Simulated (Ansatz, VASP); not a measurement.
# Cross-check of TlAgCl2 between VASP and Ansatz

Wanted: the spread between two codes on one cell, functional and k mesh. The cell is invented: As first built, before any earlier steps moved the atoms (in the runner's words): it takes the AgCl structure with some of its atoms replaced by other elements, volume scaled by an estimate. It may not be a known or stable phase. The cell is taken from a series of VASP runs on this material, whose earlier steps may have relaxed, scaled or displaced it; both programs get it as it stands.

Program: Ansatz 0.2.0. Level of theory: plane waves, with VASP 6.6.1 beside it; relaxation of cell and atoms at r2SCAN. Results are calculated unless marked as measured.

**1. The structure**

Symmetry: R-3m, No. 166, trigonal system. Conventional cell: a = 4.175 Å, b = 4.175 Å, c = 20.789 Å, α = 90.00°, β = 90.00°, γ = 120.00°. Nearest to Tl lie 6 Cl at 3.17 Å. Ag has 6 Cl at 2.79 Å nearest. Nearest to Cl lie 3 Ag at 2.79 Å and 3 Tl at 3.17 Å. As first built, before any earlier steps moved the atoms (in the runner's words): sites of the AgCl structure (space group 225) filled with other elements, volume scaled by an estimate. Farther neighbours and most contacts between anions are not listed.

As a file:

```cif
data_structure
_symmetry_space_group_name_H-M 'P 1'
_symmetry_Int_Tables_number 1
_cell_length_a 7.3370
_cell_length_b 7.3370
_cell_length_c 7.3370
_cell_angle_alpha 33.064
_cell_angle_beta 33.064
_cell_angle_gamma 33.064
_cell_volume 104.63
loop_
_atom_site_label
_atom_site_type_symbol
_atom_site_fract_x
_atom_site_fract_y
_atom_site_fract_z
_atom_site_occupancy
Tl1 Tl 0.00000 0.00000 0.00000 1
Ag2 Ag 0.50000 0.50000 0.50000 1
Cl3 Cl 0.76571 0.76571 0.76571 1
Cl4 Cl 0.23429 0.23429 0.23429 1
```

**2. Ansatz: relaxation of cell and atoms, r2SCAN**

Ansatz runs on its default PAW (the set named soft_2) files.

The relaxed volume is the usual yardstick between codes: its relative difference is about their pressure difference at one cell divided by the bulk modulus.

Input file input.yaml:

```yaml
crystal:
  lattice:
    - [2.087726763, 1.2053496089, 6.9296261584]
    - [-2.087726763, 1.2053496089, 6.9296261584]
    - [0.0, -2.4106992178, 6.9296261584]
  atoms:
    - { symbol: Tl, position: [0.0, 0.0, 0.0] }
    - { symbol: Ag, position: [0.5, 0.5, 0.5] }
    - { symbol: Cl, position: [0.765707314, 0.765707314, 0.765707314] }
    - { symbol: Cl, position: [0.234292686, 0.234292686, 0.234292686] }
hamiltonian:
  xc: r2scan
  pseudopotentials: { kind: paw }
kpoints:
  mp_grid: { grid: [6, 6, 6] }
scf:
  occupations: { method: gaussian, width: 0.05 }
relax:
  f_tol: 0.01
  max_steps: 60
  cell: { stress_tol: 0.05 }
output:
  forces: true
  stress: true
```

Run with:

```console
> ansatz run input.yaml --threads 4 --pin off --max-ram 9216MiB --backend cpu --events-out ev --progress --plain --runs-dir out
```

Numbers of over 12 decimals in the logs are rounded to 6 here.

What it wrote:

```text
basis.fft_grid_basis auto: the FFT boxes are laid along the combinations [[1, 0, -1], [0, 1, -1], [0, 0, 1]] of the cell's own vectors, 4.175, 4.175 and 7.337 Å long. The dense box has 32×32×54 points. Along the cell's own vectors, as sized, it would have 54×54×54, 2.85 times as many. Of the 12 symmetry operations that the crystal satisfies within crystal.symmetry.tolerance (time reversal apart; of a slab, those that [...]
Engine: ansatz 0.2.0, aarch64-unknown-linux-gnu
Pseudopotentials: kind: paw
Pseudopotential: Tl, paw, valence charge 13, recommended cutoff 500 eV (meta_gga), Tl.paw.azcp
Pseudopotential: Ag, paw, valence charge 19, recommended cutoff 500 eV (meta_gga), Ag.paw.azcp
Pseudopotential: Cl, paw, valence charge 7, recommended cutoff 500 eV (meta_gga), Cl.paw.azcp
Functional definition: r2SCAN
  parameter k0 = 0.174
  parameter k1 = 0.065
  parameter a1 = 4.9479
  exchange = r2scan_x(k0 = k0, k1 = k1, a1 = a1)
  correlation = r2scan_c
Crystal: 4 atoms, lattice volume = 104.628 Å³
Basis set: ecut = 500 eV, 2689 PW (Γ), FFT grids on a1−a3, a2−a3, a3, exchange–correlation on 128×128×216 points (64 copies of the dense FFT grid, shifted against one another)
Bands: 28, of which v1, the nominal top of the filled ones, is band 23 counted from 1 (22 counted from 0)
Symmetry: 12 space group operations
Space group: R-3m (ITA 166), of the structure as read, at distance tolerance 4.7e-5 Å
k-points: 32 of 216
Non-local potential: Tl, projectors of the file, l = 0: 2, l = 1: 2, l = 2: 2, l = 3: 1
Non-local potential: Ag, projectors of the file, l = 0: 3, l = 1: 2, l = 2: 2, l = 3: 1
Non-local potential: Cl, projectors of the file, l = 0: 2, l = 1: 2, l = 2: 2
PAW form: soft (Blöchl's): semilocal exchange-correlation on the pseudo side does not see the compensation charge
PAW frozen core: Tl, regenerated for the run's functional (the file was generated under x = pbe(κ = 0.804, μ = 0.219515), c = pbe(β = 0.066725))
PAW frozen core: Ag, regenerated for the run's functional (the file was generated under x = pbe(κ = 0.804, μ = 0.219515), c = pbe(β = 0.066725))
PAW frozen core: Cl, regenerated for the run's functional (the file was generated under x = pbe(κ = 0.804, μ = 0.219515), c = pbe(β = 0.066725))
PAW one-centre angular grid: Tl, 590 points (default); XC on 160 Gauss nodes
PAW one-centre angular grid: Ag, 590 points (default); XC on 160 Gauss nodes
PAW one-centre angular grid: Cl, 302 points (default); XC on 160 Gauss nodes
Initial density: superposition of atomic densities (neutral atoms: chi_scale 0, normalization atom), corrected by the library's trained network
Initial wavefunctions: pseudopotential atomic-orbital guess
Functional: x = r2scan, c = r2scan; τ floored in thin density (d = 2e-4 eV/Å³)
SCF iter   1: F=—  HF=-21233.128369 eV  |F-HF|=—  |Δ(HF+E_count)|=         —  Δρ=7.01e-3  dr2=3.99e-2  dr2_τ=8.35e-3  ethr=1.77e-3  ⟨swp⟩=6.2  Hψ=3617  notcnv=0
preconditioner: auto → Resta (q_TF=auto, 2.379 Å⁻¹)  ε∞=4.8  [insulator: Δε(μ)=2.577 eV  Ē_g=11.448 eV  σ=0.050 eV  W_gap=1.00  n_scr=28 (ndim 8)  ℏωp=22.4 eV  f_vac=0.047  D(μ)=0.00/eV (n_scr^D=0)  ε∞_Penn≈4.8]
SCF iter   2: F=—  HF=-21233.129661 eV  |F-HF|=—  |Δ(HF+E_count)|=   1.29e-3  Δρ=3.14e-3  dr2=5.51e-3  dr2_τ=9.70e-4  ethr=8.68e-5  ⟨swp⟩=2.1  Hψ=1827  notcnv=0  defer=32
SCF iter   3: F=—  HF=-21233.129568 eV  |F-HF|=—  |Δ(HF+E_count)|=   9.25e-5  Δρ=9.52e-4  dr2=6.17e-4  dr2_τ=3.48e-5  ethr=1.20e-5  ⟨swp⟩=2.0  Hψ=1024  notcnv=0
automatic band count: iteration 3 solves 27 bands in place of 28: the levels show a gap, and the empty bands left out lie too high to hold charge; the band table lists the bands solved (type scf.n_extra_bands for more)
SCF iter   4: F=—  HF=-21233.129673 eV  |F-HF|=—  |Δ(HF+E_count)|=   1.05e-4  Δρ=2.51e-4  dr2=4.88e-5  dr2_τ=7.59e-6  ethr=1.34e-6  ⟨swp⟩=2.0  Hψ=1244  notcnv=0
SCF iter   5: F=—  HF=-21233.129676 eV  |F-HF|=—  |Δ(HF+E_count)|=   3.00e-6  Δρ=5.71e-5  dr2=3.54e-6  dr2_τ=1.85e-7  ethr=1.06e-7  ⟨swp⟩=2.1  Hψ=1347  notcnv=0
SCF iter   6: F=—  HF=-21233.129677 eV  |F-HF|=—  |Δ(HF+E_count)|=   1.35e-6  Δρ=1.42e-5  dr2=2.58e-7  dr2_τ=3.50e-8  ethr=7.70e-9  ⟨swp⟩=2.0  Hψ=1453  notcnv=0
SCF iter   7: F=-21233.129677 eV  HF=-21233.129677 eV  |F-HF|=4.28e-9  |Δ(HF+E_count)|=   5.71e-8  Δρ=4.18e-6  dr2=2.64e-8  dr2_τ=1.16e-9  ethr=2.17e-10  ⟨swp⟩=4.1  Hψ=3074  notcnv=0
SCF 1 converged in 7 iterations: F = -21233.129677 eV  dr2 = 2.64e-8
  greatest PAW one-centre occupation: 1.003 electrons in one spin orbital (limit 2), on the Ag atom at site 1 (counted from 0), in its partial waves of l = 1
relax step   1: F+E_penalty+E_count = -21233.12967742 eV  Δ(F+E_penalty+E_count) = +0.000e0 eV  max|allowed force component| = 3.576e-2 eV/Å  Δτ_max = 0.0000 Å  P = +0.189 GPa  Ω = 104.628 Å³  (7 SCF iters, dr2 threshold 1.00e-7 eV, accepted)
[...]
relax step   2: F+E_penalty+E_count = -21233.13086563 eV  Δ(F+E_penalty+E_count) = -1.188e-3 eV  max|allowed force component| = 1.049e-2 eV/Å  Δτ_max = 0.0112 Å  P = +0.013 GPa  Ω = 105.113 Å³  energy of the carried Pulay correction = -6.870e-5 eV  (5 SCF iters, dr2 threshold 3.14e-7 eV, accepted)
[...]
relax step   3: F+E_penalty+E_count = -21233.13126424 eV  Δ(F+E_penalty+E_count) = -3.986e-4 eV  max|allowed force component| = 8.193e-3 eV/Å  Δτ_max = 0.0007 Å  P = -0.044 GPa  Ω = 105.261 Å³  energy of the carried Pulay correction = -8.962e-5 eV  (5 SCF iters, dr2 threshold 5.13e-8 eV, accepted)
[...]
relax step   4: F+E_penalty+E_count = -21233.13148548 eV  Δ(F+E_penalty+E_count) = -2.212e-4 eV  max|allowed force component| = 3.372e-3 eV/Å  Δτ_max = 0.0005 Å  P = -0.022 GPa  Ω = 105.159 Å³  energy of the carried Pulay correction = -7.519e-5 eV  (6 SCF iters, dr2 threshold 1.59e-8 eV, accepted)
[...]
relax step   5: F+E_penalty+E_count = -21233.13158443 eV  Δ(F+E_penalty+E_count) = -9.895e-5 eV  max|allowed force component| = 3.356e-3 eV/Å  Δτ_max = 0.0000 Å  P = -0.022 GPa  Ω = 105.159 Å³  stress off target by 2.56e-2 GPa  SCF on the basis re-selected at this cell (its energy is not comparable with the rows above)  (5 SCF iters)
basis re-selected at this cell: Δ(F+E_penalty+E_count) = -9.895e-5 eV, ΔP = +0.001 GPa vs the last step (what re-selecting the basis moved, of the pressure what is left beyond the Pulay correction that the steps carried, after the strain that the cell walked since its last selection, with what the two solves' SCF thresholds leave and, on support functions, any second-order correction that the steps lacked; it is no measure of the basis error at this ecutwfc). The dense FFT grid was sized anew with the basis: this SCF ran on 32×32×60 points, the steps before it on 32×32×54, so part of this shift can come from that change (see relax.cell in the input reference). [rest of the remark cut]
SCF converged after 5 iterations
Free energy (F): -21233.131584 eV
Harris-Foulkes:  -21233.131584 eV  (|F-HF|=1.09e-11)
Internal energy: -21233.131584 eV  (E = F + TS)
E sigma→0 (E₀):  -21233.131584 eV
Fermi energy:    6.864216 eV
--- Per-component energies (eV) ---
  E_band       = -474.650534
  E_kinetic    = 1182.087909
  E_local      = -5028.895060  (includes V_loc(G=0)·N_el)
  E_nonlocal   = 460.818265
  E_hartree    = 2125.903700
  E_xc         = -603.800490
  E_vxc        = -686.091028  (∫ρ·V_xc dr)
  E_paw        = -15448.374182  (= ΣΔE_a)
  E_vpaw       = -699.108032  (= ΣTr[D̂ρ^β])
  E_aug_tail   = 0.000153  (compensation charges beyond the density's cutoff)
  E_vtau       = 44.729722  (kinetic-family band-sum trace: ∫τ·v_τ [+ j·A + Jᵃ·Aᵃ] dr)
  E_ewald      = -3921.129517
  E_core_change = 0.257637  (= ΣΔE_core)
  E_smearing   = -0.000000  (= −TS)
  E_closure    = 0.000000  (closes the sum)
  Σ components = -21233.131584   (vs F -21233.131584, Δ=0.00e0)
--- Forces (eV/Å), atoms counted from 1 ---
  atom   1  Tl    -0.00000000     0.00000000    -0.00000000
  atom   2  Ag     0.00000000     0.00000000    -0.00000000
  atom   3  Cl     0.00000000     0.00000000     0.00335601
  atom   4  Cl    -0.00000000    -0.00000000    -0.00335601
  max |Σ_I F_I| component: 1.85e-17 eV/Å
--- Stress (GPa, compression-positive) ---
       -0.025604      -0.000000       0.000000
       -0.000000      -0.025604       0.000000
       -0.000000       0.000000      -0.013956
  P = ⅓ Tr σ = -0.0217 GPa (-0.217 kbar)
--- Relaxed structure (4 steps of the walk, 4 accepted, 1 SCFs on fresh bases) ---
  F+E_penalty+E_count = -21233.13158443 eV   max|allowed force component| = 3.356e-3 eV/Å   (the final SCF, on the basis selected at the relaxed cell)
  cell:  # Å, volume = 105.1591 Å³
    - [2.076459, 1.198844, 7.040595]
    - [-2.076459, 1.198844, 7.040595]
    - [0, -2.397688, 7.040595]
  atoms:
    - { symbol: Tl, position: [0, 0, 0] }
    - { symbol: Ag, position: [0.5, 0.5, 0.5] }
    - { symbol: Cl, position: [0.765110, 0.765110, 0.765110] }
    - { symbol: Cl, position: [0.234890, 0.234890, 0.234890] }
```

Elapsed: 17 s, on 4 threads of Arm Neoverse V1, shared host; peak memory 0.74 GiB; 62 s of CPU time.

[end of part 1 of 2]

[Lines on the potential files, build, host, timing and source positions are cut from VASP's logs without a mark.]

[Logs are printed without paths, hosts, clocks, repeated set-up lines and the standing remarks that a program may print on its own settings, such as how far it seeks lower states.]

[Hosts, paths, dates, database ids (printed as entryN), source tags and the programs' standing remarks are cut or masked in the printed files.]
